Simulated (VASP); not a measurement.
# Be2Sn (Fm-3m): band edges, masses and strain, part 2 of 3

Wanted: where the band edges of Be2Sn lie, how heavy the carriers are and how strain moves the gap. The cell is generated by rule, not measured, and may not be a known phase.

VASP 6.6.1, plane waves and PAW; the level of theory is named at each step.

So far. Step 3 (Bands on a dense mesh): At 4.5 GPa the cell is away from the equilibrium volume of this level: left free, it would expand.

The structure was built from a prototype and need not be the compound's stable phase.

## (4) Bands with spin-orbit coupling

This step: PBEsol, spin-orbit coupling; plane waves and PAW (Sn_d, Be); invented cell (VASP 6.6.1).

Spin-orbit coupling can split and shift the band edges, more so for heavy elements, so the bands are solved again with spinors.

File INCAR:

```
SYSTEM = Be2Sn
PREC = Accurate
ENCUT = 400
EDIFF = 1E-06
NELM = 100
ISMEAR = 0
SIGMA = 0.02
LREAL = .FALSE.
ALGO = Normal
GGA = PS
LNONCOLLINEAR = .TRUE.
MAGMOM = 0 0 0 0 0 0 0 0 0
NBANDS = 30
GGA_COMPAT = .FALSE.
LASPH = .TRUE.
LSORBIT = .TRUE.
LORBIT = 11
LWAVE = .FALSE.
LCHARG = .FALSE.
KPAR = 4
ISIF = 2
```

File POSCAR:

```
Be2Sn
1.0
    0.0000000000      2.8306300000      2.8306300000
    2.8306300000      0.0000000000      2.8306300000
    2.8306300000      2.8306300000      0.0000000000
Sn Be
1 2
Direct
    0.0000000000      0.0000000000      0.0000000000
    0.2500000000      0.2500000000      0.2500000000
    0.7500000000      0.7500000000      0.7500000000
```

File KPOINTS:

```
Automatic mesh
0
Gamma
8 8 8
0 0 0
```

File KPOINTS_OPT:

```
Line mode
16
Line-mode
Reciprocal
  0.00000000   0.00000000   0.00000000 GAMMA
  0.50000000   0.00000000   0.50000000 X

  0.50000000   0.00000000   0.50000000 X
  0.50000000   0.25000000   0.75000000 W

  0.50000000   0.25000000   0.75000000 W
  0.37500000   0.37500000   0.75000000 K

  0.37500000   0.37500000   0.75000000 K
  0.00000000   0.00000000   0.00000000 GAMMA

  0.00000000   0.00000000   0.00000000 GAMMA
  0.50000000   0.50000000   0.50000000 L

  0.50000000   0.50000000   0.50000000 L
  0.62500000   0.25000000   0.62500000 U

  0.62500000   0.25000000   0.62500000 U
  0.50000000   0.25000000   0.75000000 W

  0.50000000   0.25000000   0.75000000 W
  0.50000000   0.50000000   0.50000000 L

  0.50000000   0.50000000   0.50000000 L
  0.37500000   0.37500000   0.75000000 K

  0.62500000   0.25000000   0.62500000 U
  0.50000000   0.00000000   0.50000000 X
```

The projector-augmented-wave data sets are Sn_d and Be (PBE family, release 64).

On the command line:

```bash
$ mpirun -np 4 vasp_ncl
```

Log:

```text
[... set-up lines as in an earlier step ...]
 entering main loop
       N       E                     dE             d eps       ncg     rms          rms(c)
DAV:   1     0.132396837046E+03    0.13240E+03   -0.72343E+03  1810   0.135E+03
DAV:   2     0.535347711169E+01   -0.12704E+03   -0.12189E+03  1764   0.379E+02
DAV:   3    -0.103118190873E+02   -0.15665E+02   -0.15448E+02  2114   0.121E+02
DAV:   4    -0.108628800686E+02   -0.55106E+00   -0.54959E+00  2124   0.249E+01
DAV:   5    -0.108802709763E+02   -0.17391E-01   -0.17387E-01  2460   0.429E+00    0.419E+00
DAV:   6    -0.107803476349E+02    0.99923E-01   -0.71995E-02  2422   0.448E+00    0.231E+00
DAV:   7    -0.107400121761E+02    0.40335E-01   -0.33805E-02  2454   0.272E+00    0.120E+00
DAV:   8    -0.107378506692E+02    0.21615E-02   -0.18892E-03  2026   0.375E-01    0.154E-01
DAV:   9    -0.107375781131E+02    0.27256E-03   -0.10914E-03  2352   0.469E-01    0.520E-02
DAV:  10    -0.107376342494E+02   -0.56136E-04   -0.73063E-05  2138   0.622E-02    0.526E-03
DAV:  11    -0.107376359643E+02   -0.17150E-05   -0.38954E-06  2242   0.206E-02    0.320E-03
DAV:  12    -0.107376361599E+02   -0.19557E-06   -0.78109E-07  1654   0.684E-03
   1 F= -.10737636E+02 E0= -.10737342E+02  d E =-.589230E-03  mag=    -0.0000    -0.0000     0.0000
 Start KPOINTS_OPT (optional k-point list driver)
k-point batch [1-29\160]
       N       E                     dE             ncg
DAV:   1     0.724963143651E+03   -0.10486E+05     1852
DAV:   2    -0.297163470421E+04   -0.36966E+04     1752
DAV:   3    -0.344554106930E+04   -0.47391E+03     2206
DAV:   4    -0.346271633759E+04   -0.17175E+02     2112
DAV:   5    -0.346327374638E+04   -0.55741E+00     2642
DAV:   6    -0.346328009650E+04   -0.63501E-02     2270
DAV:   7    -0.346328033590E+04   -0.23939E-03     2660
DAV:   8    -0.346328033841E+04   -0.25091E-05     1950
DAV:   9    -0.346328033853E+04   -0.12481E-06     1484
[...]
k-point batch [146-160\160]
       N       E                     dE             ncg
DAV:   1     0.755744164613E+04   -0.79642E+04      936
DAV:   2     0.559753197384E+04   -0.19599E+04      906
DAV:   3     0.535618274745E+04   -0.24135E+03     1118
DAV:   4     0.534775066215E+04   -0.84321E+01     1154
DAV:   5     0.534748249273E+04   -0.26817E+00     1386
DAV:   6     0.534748009761E+04   -0.23951E-02     1210
DAV:   7     0.534747995079E+04   -0.14682E-03     1402
DAV:   8     0.534747994972E+04   -0.10717E-05     1066
DAV:   9     0.534747994966E+04   -0.53586E-07      846
```

Wall time 42 s (4 MPI ranks of AMD EPYC 9R45, shared host); peak memory 1 GiB; 2.8 min of CPU time.

Parts of OUTCAR (step 4):

```text
The static configuration has the point symmetry O_h .

 Found     29 irreducible k-points:

   k-points           NKPTS =     29   k-points in BZ     NKDIM =     29   number of bands    NBANDS=     30

   NELECT =      18.0000    total number of electrons

 E-fermi :   7.6418

 k-point     1 :       0.0000    0.0000    0.0000
  band No.  band energies     occupation
    ...
      8     -13.5881      1.00000
      9     -13.5881      1.00000
     10     -13.5881      1.00000
     11      -4.1855      1.00000
     12      -4.1855      1.00000
     13       8.2190      0.00000
     14       8.2190      0.00000
     15       8.3554      0.00000
     16       8.3554      0.00000
     17       8.3554      0.00000
    ...

 k-point     2 :       0.1250    0.0000    0.0000
  band No.  band energies     occupation
    ...
     14       6.0464      1.00000
     15       7.4376      1.00000
     16       7.4376      1.00000
     17       7.6293      0.81103
     18       7.6293      0.81102
     19       9.3501      0.00000
     20       9.3501      0.00000
     21       9.5631      0.00000
     22       9.5631      0.00000
     23       9.8164      0.00000
    ...

  Total        1.2472538      1.2472538      1.2472538      0.0000000      0.0000000      0.0000000
  in kB       44.0540786     44.0540786     44.0540786      0.0000000      0.0000000      0.0000000
  external PRESSURE =      44.0540786 kB  Pullay stress =       0.0000000 kB

 POSITION                                       TOTAL-FORCE (eV/Angst)
 -----------------------------------------------------------------------------------
      0.00000      0.00000      0.00000        -0.000000      0.000000     -0.000000
      1.41532      1.41532      1.41532         0.000000      0.000000      0.000000
      4.24595      4.24595      4.24595        -0.000000     -0.000000     -0.000000
 -----------------------------------------------------------------------------------
    total drift:                               -0.000000      0.000000      0.000000

  FREE ENERGIE OF THE ION-ELECTRON SYSTEM (eV)
  ---------------------------------------------------
  free  energy   TOTEN  =       -10.7376361599 eV

  energy  without entropy=      -10.7370469303  energy(sigma->0) =      -10.73734155

 Spin-Orbit-Coupling matrix elements
 Ion:    1  E_soc:     -0.1132761
 Ion:    2  E_soc:     -0.0000063
 Ion:    3  E_soc:     -0.0000063

 total charge
# of ion       s       p       d       tot
------------------------------------------
    1        1.098   1.664   9.980  12.742
    2        0.370   0.562   0.000   0.932
    3        0.370   0.562   0.000   0.932
--------------------------------------------------
tot          1.838   2.787   9.980  14.605

 magnetization (x)
# of ion       s       p       d       tot
------------------------------------------
    1        0.000  -0.000   0.000   0.000
    2       -0.000   0.000   0.000  -0.000
    3       -0.000   0.000   0.000  -0.000
--------------------------------------------------
tot         -0.000  -0.000   0.000  -0.000

 magnetization (y)
# of ion       s       p       d       tot
------------------------------------------
    1        0.000  -0.000  -0.000  -0.000
    2        0.000   0.000   0.000   0.000
    3        0.000   0.000   0.000   0.000
--------------------------------------------------
tot          0.000  -0.000  -0.000  -0.000

 magnetization (z)
# of ion       s       p       d       tot
------------------------------------------
    1        0.000  -0.000  -0.000   0.000
    2       -0.000   0.000   0.000  -0.000
    3       -0.000   0.000   0.000  -0.000
--------------------------------------------------
tot         -0.000   0.000  -0.000  -0.000

[... 7 parts as in an earlier step ...]

[... 5 further parts left out ...]
```

LASPH is on here and off in the session's scalar semilocal runs, so a comparison with those holds both changes.

This step gave:

- SCF cycles: 12
- bands: 30
- irreducible k-points: 29
- free energy (TOTEN): -10.74 eV
- energy at zero smearing: -10.74 eV
- Fermi energy: 7.642 eV
- pressure: 4.405 GPa

The spin moment in the PAW sphere vanishes on all atoms.

On-site spin-orbit energy by atom:

| atom | on-site spin-orbit energy (eV) |
| --- | --- |
| Sn1 | -0.113 |
| Be2 | 0.000 |
| Be3 | 0.000 |

The electronic bands at the labelled points (eV, zero at the Fermi level; # counts the bands kept, so #1 is VASP's band 11):

| point | #3 | #4 | #5 | #6 | #7 | #8 | #9 | #10 |
| --- | --- | --- | --- | --- | --- | --- | --- | --- |
| Γ | 0.58 | 0.58 | 0.71 | 0.71 | 0.71 | 0.71 | 0.76 | 0.76 |
| 0.53 of the way | -3.12 | -3.12 | -2.77 | -2.77 | -2.64 | -2.64 | 0.01 | 0.01 |
| X | -6.49 | -6.49 | -3.93 | -3.93 | -3.73 | -3.73 | -0.35 | -0.35 |
| 0.47 of the way | -6.27 | -6.27 | -4.47 | -4.47 | -4.24 | -4.24 | 0.58 | 0.58 |
| W | -5.62 | -5.62 | -5.44 | -5.44 | -4.72 | -4.72 | 2.87 | 2.87 |
| 0.47 of the way | -5.87 | -5.87 | -5.44 | -5.44 | -4.07 | -4.07 | 1.42 | 1.42 |
| K | -6.00 | -6.00 | -5.54 | -5.54 | -3.26 | -3.26 | 0.31 | 0.31 |
| 0.47 of the way | -4.30 | -4.30 | -3.65 | -3.65 | -0.87 | -0.87 | 1.82 | 1.82 |
| Γ | 0.58 | 0.58 | 0.71 | 0.71 | 0.71 | 0.71 | 0.76 | 0.76 |
| 0.53 of the way | -4.36 | -4.36 | -1.03 | -1.03 | -0.78 | -0.78 | 1.93 | 1.93 |
| L | -7.17 | -7.17 | -1.54 | -1.54 | -1.26 | -1.26 | 1.41 | 1.41 |
| 0.47 of the way | -6.84 | -6.84 | -3.38 | -3.38 | -2.24 | -2.24 | 0.98 | 0.98 |
| U | -6.00 | -6.00 | -5.54 | -5.54 | -3.26 | -3.26 | 0.31 | 0.31 |
| 0.53 of the way | -5.87 | -5.87 | -5.44 | -5.44 | -4.07 | -4.07 | 1.42 | 1.42 |
| W | -5.62 | -5.62 | -5.44 | -5.44 | -4.72 | -4.72 | 2.87 | 2.87 |
| 0.53 of the way | -6.73 | -6.73 | -3.63 | -3.63 | -2.74 | -2.74 | 1.79 | 1.79 |
| L | -7.17 | -7.17 | -1.54 | -1.54 | -1.26 | -1.26 | 1.41 | 1.41 |
| 0.47 of the way | -6.84 | -6.84 | -3.38 | -3.38 | -2.24 | -2.24 | 0.98 | 0.98 |
| K | -6.00 | -6.00 | -5.54 | -5.54 | -3.26 | -3.26 | 0.31 | 0.31 |
| jump to U | -6.00 | -6.00 | -5.54 | -5.54 | -3.26 | -3.26 | 0.31 | 0.31 |
| 0.47 of the way | -6.34 | -6.34 | -4.63 | -4.63 | -3.66 | -3.66 | -0.01 | -0.01 |
| X | -6.49 | -6.49 | -3.93 | -3.93 | -3.73 | -3.73 | -0.35 | -0.35 |

Of the projections kept (Sn, Be), the largest for each band there; the rest of the weight can lie on other orbitals:

| point | #3 | #4 | #5 | #6 | #7 | #8 | #9 | #10 |
| --- | --- | --- | --- | --- | --- | --- | --- | --- |
| Γ | Sn 0.85 | Sn 0.85 | Be 0.76 | Be 0.76 | Be 0.76 | Be 0.76 | Be 0.76 | Be 0.76 |
| X | Be 0.53 | Be 0.53 | Sn 0.55 | Sn 0.55 | Sn 0.53 | Sn 0.53 | Be 0.77 | Be 0.77 |
| W | Be 0.51 | Be 0.51 | Be 0.52 | Be 0.52 | Sn 0.52 | Sn 0.52 | Be 0.77 | Be 0.77 |
| K | Be 0.52 | Be 0.52 | Sn 0.50 | Sn 0.50 | Sn 0.55 | Sn 0.55 | Be 0.68 | Be 0.68 |
| Γ | Sn 0.85 | Sn 0.85 | Be 0.76 | Be 0.76 | Be 0.76 | Be 0.76 | Be 0.76 | Be 0.76 |
| L | Be 0.52 | Be 0.52 | Sn 0.63 | Sn 0.63 | Sn 0.61 | Sn 0.61 | Be 0.74 | Be 0.74 |

## (5) Orbitals for bands with HSE06

This step: PBE; plane waves and PAW (Sn_d, Be); invented cell (VASP 6.6.1).

The hybrid starts from PBE orbitals, which saves many expensive cycles.

File INCAR:

```
SYSTEM = Be2Sn
PREC = Accurate
ENCUT = 400
EDIFF = 1E-05
NELM = 100
ISMEAR = 0
SIGMA = 0.02
LREAL = .FALSE.
ALGO = Normal
GGA = PE
NBANDS = 15
LORBIT = 11
LWAVE = .TRUE.
LCHARG = .FALSE.
KPAR = 4
```

POSCAR is that of step 4.

File KPOINTS:

```
Automatic mesh
0
Gamma
4 4 4
0 0 0
```

On the command line:

```bash
$ mpirun -np 4 vasp_std
```

Log:

```text
[banner, memory and clock lines left out]
running    4 mpi-ranks, on    1 nodes
 distrk:  each k-point on    1 cores,    4 groups
 distr:  one band on    1 cores,    1 groups

 POSCAR found type information on POSCAR SnBe
 POSCAR found :  2 types and       3 ions
 LDA part: xc-table for (Slater+PW92), standard interpolation
 POSCAR, INCAR and KPOINTS ok, starting setup
 FFT: planning ... GRIDC
 FFT: planning ... GRID_SOFT
 FFT: planning ... GRID
 WAVECAR not read
 entering main loop
       N       E                     dE             d eps       ncg     rms          rms(c)
DAV:   1     0.901261679010E+02    0.90126E+02   -0.77528E+03   240   0.129E+03
DAV:   2    -0.303887458595E+01   -0.93165E+02   -0.90361E+02   268   0.298E+02
DAV:   3    -0.948111846740E+01   -0.64422E+01   -0.64309E+01   317   0.742E+01
DAV:   4    -0.963934344751E+01   -0.15822E+00   -0.15820E+00   289   0.131E+01
DAV:   5    -0.964422693670E+01   -0.48835E-02   -0.48834E-02   298   0.217E+00    0.399E+00
DAV:   6    -0.954807736440E+01    0.96150E-01   -0.74097E-02   325   0.423E+00    0.223E+00
DAV:   7    -0.951459484174E+01    0.33483E-01   -0.44500E-02   318   0.300E+00    0.264E-01
DAV:   8    -0.951464271314E+01   -0.47871E-04   -0.50721E-03   282   0.869E-01    0.820E-02
DAV:   9    -0.951488447512E+01   -0.24176E-03   -0.33235E-04   296   0.137E-01    0.124E-02
DAV:  10    -0.951490530148E+01   -0.20826E-04   -0.30183E-05   267   0.507E-02    0.476E-03
DAV:  11    -0.951490829587E+01   -0.29944E-05   -0.49439E-06   253   0.197E-02
   1 F= -.95149083E+01 E0= -.95149083E+01  d E =-.782621E-33
 writing wavefunctions
```

Wall time 1.6 s (4 MPI ranks); peak memory 0.48 GiB.

Parts of OUTCAR (step 5):

```text
   k-points           NKPTS =      8   k-points in BZ     NKDIM =      8   number of bands    NBANDS=     15

   NELECT =      18.0000    total number of electrons

 E-fermi :   7.4891

 k-point     1 :       0.0000    0.0000    0.0000
  band No.  band energies     occupation
    ...
      2     -14.0593      2.00000
      3     -14.0593      2.00000
      4     -13.9508      2.00000
      5     -13.9508      2.00000
      6      -4.0689      2.00000
      7       8.4287      0.00000
      8       8.4287      0.00000
      9       8.4287      0.00000
     10       8.7954      0.00000
     11       8.7955      0.00000
    ...

  Total        1.8088550      1.8088550      1.8088550     -0.0000000     -0.0000000     -0.0000000
  in kB       63.8903145     63.8903145     63.8903145     -0.0000000     -0.0000000     -0.0000000
  external PRESSURE =      63.8903145 kB  Pullay stress =       0.0000000 kB

  FREE ENERGIE OF THE ION-ELECTRON SYSTEM (eV)
  ---------------------------------------------------
  free  energy   TOTEN  =        -9.5149082959 eV

  energy  without entropy=       -9.5149082959  energy(sigma->0) =       -9.51490830

[... 7 parts as in an earlier step ...]

[... 10 further parts left out ...]
```

The k-mesh is coarse for a metal.

Numbers from this step:

| Item | Value |
| --- | --- |
| SCF cycles | 11 |
| bands | 15 |
| irreducible k-points | 8 |
| free energy (TOTEN) | -9.515 eV |
| Fermi energy | 7.489 eV |
| pressure | 6.389 GPa |

The run ends at a pressure of 6.39 GPa.

(Part 2 of 3 ends here.)

[Lines on the potential files, build, host, timing and source positions are cut from VASP's logs without a mark.]

[Logs are printed without paths, hosts, clocks, repeated set-up lines and the standing remarks that a program may print on its own settings, such as how far it seeks lower states.]

[Hosts, paths, dates, database ids (printed as entryN), source tags and the programs' standing remarks are cut or masked in the printed files.]

[In band tables of VASP the shares of atoms and orbitals are scaled to a sum of 1 inside the atoms' spheres.]

[Gaps and slopes under strain along one axis are those of the sampled path and mesh points; where strain splits equal valleys, another of them can be the edge.]
